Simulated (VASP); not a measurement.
Consider the following.

```xyz
2
Lattice="3.1446 0.0000 0.0000 0.0000 3.1446 0.0000 0.0000 0.0000 3.1446" Properties=species:S:1:pos:R:3 pbc="T T T"
Zn     1.5723     1.5723     1.5723
Au     0.0000     0.0000     0.0000
```

Calculation: PBE GGA with D4 dispersion, VASP's PBE PAW potentials (set 64) (plane waves; VASP 6.6.1). Numerical set-up: 520 eV cut-off, 12×12×12 Γ-centred mesh, first-order Methfessel-Paxton smearing of 0.10 eV, potentials Zn Au.

Unless said otherwise, spin-orbit coupling is left out, though it shifts the bands of the heavy elements here.

What does the run give for the energy per atom (σ→0), band gap (on the k-mesh) with the smallest direct gap where there is one?

| Property | Value |
|---|---|
| band gap (on the k-mesh) | none (metal, semimetal or under 0.01 eV) |
| energy per atom (σ→0) | -2.888 eV/atom |

Only differences to runs with the same potentials and settings are physical.

The compound is AuZn in the CsCl type structure. It was relaxed first. The electron count is odd and the run is not spin-polarised, which forces a metal.
